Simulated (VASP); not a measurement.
# TeAs4 (P1) in VASP: single point with PBE

Aim: the single point of TeAs4 with PBE.

All numbers are computed with VASP 6.6.1; they aren't measurements. Logs are shortened: lines on timing, memory, paths and dates and some standing lists are left out, and cuts for length are marked.

## (1) Starting point

The typed cell holds 5 atoms: a = 5.680 Å, b = 5.731 Å, c = 3.518 Å, α = 88.25°, β = 91.03°, γ = 93.67°.

The cell was built by a generator and needn't be a form met in nature.

## (2) Single point, PBE

INCAR reads:

```
SYSTEM = TeAs4
PREC = Accurate
ENCUT = 520
EDIFF = 1E-6
ISMEAR = -1
SIGMA = 0.1
LREAL = .FALSE.
LASPH = .TRUE.
NELM = 60
ALGO = Normal
ISIF = 2
LWAVE = .FALSE.
LCHARG = .FALSE.
GGA = PE
NBANDS = 21
```

KPOINTS reads:

```
Automatic mesh
0
Gamma
  3 3 5
  0.5 0.5 0
```

POSCAR reads:

```
TeAs4
1.0
    3.8845970000      4.1434000000      0.0505480000
    3.9211490000     -4.1782090000     -0.0868940000
    0.0163190000     -0.0587670000     -3.5179510000
As Te
4 1
Direct
    0.1892430000      0.8133690000      0.5056700000
    0.8126070000      0.1866460000      0.4999740000
    0.2828620000      0.2810880000      0.9938290000
    0.7186270000      0.7163740000      0.9958720000
    0.0012560000      0.9936860000      0.0079200000
```

Potentials or basis: VASP PAW PBE potentials, release 64 (As, Te).

Launch:

```console
cat potpaw_PBE.64/As/POTCAR potpaw_PBE.64/Te/POTCAR > POTCAR
mpirun -np 1 vasp_std > vasp.out
```

OUTCAR:

```text
SYSTEM = TeAs4
   PREC = Accurate
   ENCUT = 520
   EDIFF = 1E-6
   ISMEAR = -1
   LREAL = .FALSE.
   LASPH = .TRUE.
   NELM = 60
   ISIF = 2
   GGA = PE

 ion  position               nearest neighbor table
   1  0.189  0.813  0.506-   5 2.29   5 2.38
   2  0.813  0.187  0.500-   5 2.35   5 2.39
   3  0.283  0.281  0.994-   5 2.22
   4  0.719  0.716  0.996-   5 2.19
   5  0.001  0.994  0.008-   4 2.19   3 2.22   1 2.29   2 2.35   1 2.38   2 2.39

  LATTYP: Found a triclinic cell.
 ALAT       =     5.7306535836
 B/A-ratio  =     1.3621322799
 C/A-ratio  =     0.6139752835
 COS(alpha) =     0.0093679847
 COS(beta)  =     0.0305119841
 COS(gamma) =     0.6875488099

  Lattice vectors:

 A1 = (  -3.9211490000,   4.1782090000,   0.0868940000)
 A2 = (  -7.8057460000,   0.0348090000,   0.0363460000)
 A3 = (  -0.0163190000,   0.0587670000,   3.5179510000)

Analysis of symmetry for initial positions (statically):
=====================================================================
 Subroutine PRICEL returns:
 Original cell was already a primitive cell.

 Routine SETGRP: Setting up the symmetry group for a
 triclinic supercell.

 Subroutine GETGRP returns: Found  1 space group operations
 (whereof  1 operations were pure point group operations)
 out of a pool of  2 trial point group operations.

The static configuration has the point symmetry C_1 .

Analysis of symmetry for dynamics (positions and initial velocities):
=====================================================================
 Subroutine PRICEL returns:
 Original cell was already a primitive cell.

 Routine SETGRP: Setting up the symmetry group for a
 triclinic supercell.

 Subroutine GETGRP returns: Found  1 space group operations
 (whereof  1 operations were pure point group operations)
 out of a pool of  2 trial point group operations.

The dynamic configuration has the point symmetry C_1 .

 Subroutine INISYM returns: Found  1 space group operations
 (whereof  1 operations are pure point group operations),
 and found     1 'primitive' translations

----------------------------------------------------------------------------------------

                                     Primitive cell

  volume of cell :     114.2205
[... 89 lines left out ...]
   LSORBIT =      F    spin-orbit coupling
   LASPH  =      T    aspherical Exc in radial PAW
   ENCUT  =  520.0 eV  38.22 Ry    6.18 a.u.  10.56 10.66  6.54*2*pi/ulx,y,z
   NELM   =     60;   NELMIN=  2; NELMDL= -5     # of ELM steps
   EDIFF  = 0.1E-05   stopping-criterion for ELM
   LREAL  =      F    real-space projection
   EDIFFG = 0.1E-04   stopping-criterion for IOM
   NSW    =      0    number of steps for IOM
   IBRION =     -1    ionic relax: 0-MD 1-quasi-New 2-CG
   NFREE  =      0    steps in history (QN), initial steepest desc. (CG)
   ISIF   =      2    stress and relaxation
   ISYM   =      2    0-nonsym 1-usesym 2-fastsym
   POTIM  = 0.5000    time-step for ionic-motion
   TEBEG  =    0.0;   TEEND  =   0.0 temperature during run
   PSTRESS=    0.0 pullay stress
   NELECT =      26.0000    total number of electrons
   NUPDOWN=      -1.0000    fix difference up-down
   EMIN   =  10.00;   EMAX   =-10.00  energy-range for DOS
   EFERMI =   0.00;   METHOD = LEGACY
   ISMEAR =    -1;   SIGMA  =   0.10  broadening in eV -4-tet -1-fermi 0-gaus
   EFERMI_NEDOS =   21; number of points for ismear=-14 and -15
   IALGO  =     38    algorithm
   IMIX   =      4    mixing-type and parameters
     AMIX     =   0.40;   BMIX     =  1.00
     AMIX_MAG =   1.60;   BMIX_MAG =  1.00
  volume/ion in A,a.u.               =      22.84       154.16
  Fermi-wavevector in a.u.,A,eV,Ry     =   0.999581  1.888934 13.594422  0.999162
  Thomas-Fermi vector in A             =   2.131880
   LORBIT       =      0    0 simple, 1 ext, 2 COOP (PROOUT), +10 PAW based schemes
   GGA     = PE    functional components
   LHFCALC =     F    Hartree Fock is set to
   AEXX    =    0.0000 exact exchange contribution
   IVDW    =     0    specifies the selected vdW correction
   LEPSILON=     F    determine dielectric tensor
   LRPA    =     F    only Hartree local field effects (RPA)
 non-spin polarized calculation
  energy-cutoff  :      520.00
  volume of cell :      114.22
 maximum number of plane-waves:      3099
   NGX = 21   NGY = 21   NGZ = 13

 number of electron      26.0000001 magnetization

 Free energy of the ion-electron system (eV)
  ---------------------------------------------------
  ext. energy  EPLUGINS =         0.00000000
  ---------------------------------------------------
  free energy    TOTEN  =       -10.56395802 eV

  energy without entropy =      -10.44341713  energy(sigma->0) =      -10.50368758

 E-fermi :   5.7198     XC(G=0):  -9.8102

 val. band max:        5.7092527226   @ k =   0.5000  -0.1667   0.4000
 cond. band min:       5.7254933474   @ k =   0.5000   0.1667   0.2000
 fundamental gap:      0.0162406249
 Fermi energy:         5.7198403614

 k-point     1 :       0.1667    0.1667    0.0000
  band No.  band energies     occupation
      1     -12.3384      2.00000
      2      -7.0849      2.00000
      3      -6.7273      2.00000
      4      -4.0832      2.00000
      5      -2.0703      2.00000
      6      -0.1163      2.00000
[... 541 lines left out ...]
     20      12.1784      0.00000
     21      13.1950      0.00000

------------------------ aborting loop because EDIFF is reached ----------------------------------------

  FORCE on cell =-STRESS in cart. coord.  units (eV):
  Direction    XX          YY          ZZ          XY          YZ          ZX
  --------------------------------------------------------------------------------------
  -------------------------------------------------------------------------------------
  Total       35.5010853     20.2017479     25.1148276     -0.2142205     -2.6082145     -0.4757631
  in kB      497.9756826    283.3710325    352.2870726     -3.0048823    -36.5855693     -6.6735553
  external PRESSURE =     377.8779292 kB  Pullay stress =       0.0000000 kB

 VOLUME and BASIS-vectors are now :
 -----------------------------------------------------------------------------
  energy-cutoff  :      520.00
  volume of cell :      114.22
      direct lattice vectors                 reciprocal lattice vectors
     3.884597000  4.143400000  0.050548000     0.128642646  0.120757582 -0.001420498
     3.921149000 -4.178209000 -0.086894000     0.127589242 -0.119651430  0.002590623
     0.016319000 -0.058767000 -3.517951000    -0.001303063  0.004690527 -0.284340775

 POSITION                                       TOTAL-FORCE (eV/Angst)
 -----------------------------------------------------------------------------------
      3.93273     -2.64403     -1.84003         0.132122      8.119792     -1.413163
      3.89668      2.55773     -1.73403         0.120210     -7.179604      0.649242
      2.21721     -0.06084     -3.50637         8.139151     -0.159253      0.191497
      5.61684     -0.07413     -3.52935        -9.313137     -0.075983      0.315088
      3.90140     -4.14709     -0.11414         0.921655     -0.704952      0.257335
 -----------------------------------------------------------------------------------
    total drift:                                0.000142     -0.000004      0.000014

  FREE ENERGIE OF THE ION-ELECTRON SYSTEM (eV)
  ---------------------------------------------------
  free  energy   TOTEN  =       -10.5639580189 eV

  energy  without entropy=      -10.4434171312  energy(sigma->0) =      -10.50368758
```

OSZICAR:

```text
N       E                     dE             d eps       ncg     rms          rms(c)
DAV:   1     0.112610616842E+03    0.11261E+03   -0.10180E+04   966   0.102E+03
DAV:   2    -0.382582595508E+01   -0.11644E+03   -0.11290E+03  1337   0.165E+02
DAV:   3    -0.107108331140E+02   -0.68850E+01   -0.67824E+01  1194   0.406E+01
DAV:   4    -0.107981130854E+02   -0.87280E-01   -0.87131E-01  1156   0.533E+00
DAV:   5    -0.107994789568E+02   -0.13659E-02   -0.13657E-02  1157   0.711E-01    0.188E+01
DAV:   6    -0.106329008577E+02    0.16658E+00   -0.13484E-01  1151   0.151E+00    0.115E+01
DAV:   7    -0.105682983422E+02    0.64603E-01   -0.14700E-01  1081   0.176E+00    0.860E-01
DAV:   8    -0.105650630487E+02    0.32353E-02   -0.29776E-02  1116   0.773E-01    0.543E-01
DAV:   9    -0.105641677634E+02    0.89529E-03   -0.27317E-03  1146   0.249E-01    0.334E-01
DAV:  10    -0.105639743459E+02    0.19342E-03   -0.96835E-04  1116   0.125E-01    0.586E-02
DAV:  11    -0.105639569405E+02    0.17405E-04   -0.11999E-04  1144   0.444E-02    0.171E-02
DAV:  12    -0.105639580639E+02   -0.11234E-05   -0.17292E-05  1171   0.184E-02    0.173E-02
DAV:  13    -0.105639580189E+02    0.44987E-07   -0.23048E-06   726   0.745E-03
   1 F= -.10563958E+02 E0= -.10503688E+02  d E =-.120541E+00
```

Run time: 25 s. Hardware: 1 thread of Intel Xeon 6975P-C (Granite Rapids), shared host; peak memory 0.24 GiB.

Results:

```yaml
Free_energy: -10.5640 eV
Pressure: 37.8 GPa
Largest_force: 9.319 eV/Å
Band_gap_on_the_k_mesh: none (metal or under the smearing width)
```

Forces on the atoms (eV/Å):
```
As   0.132  8.120 -1.413
As   0.120 -7.180  0.649
As   8.139 -0.159  0.191
As  -9.313 -0.076  0.315
Te   0.922 -0.705  0.257
```

Caveat: the k mesh is coarse (spacing up to 0.37 Å⁻¹), so the values aren't converged; a pressure of tens of GPa on the cell as given is suspect, and the run, the potentials or the cell itself is likely at fault; forces of over 1 eV/Å show positions far from the minimum, so gaps and moduli don't describe the material at rest. The run has no spin-orbit coupling, so splittings on Te are missing.
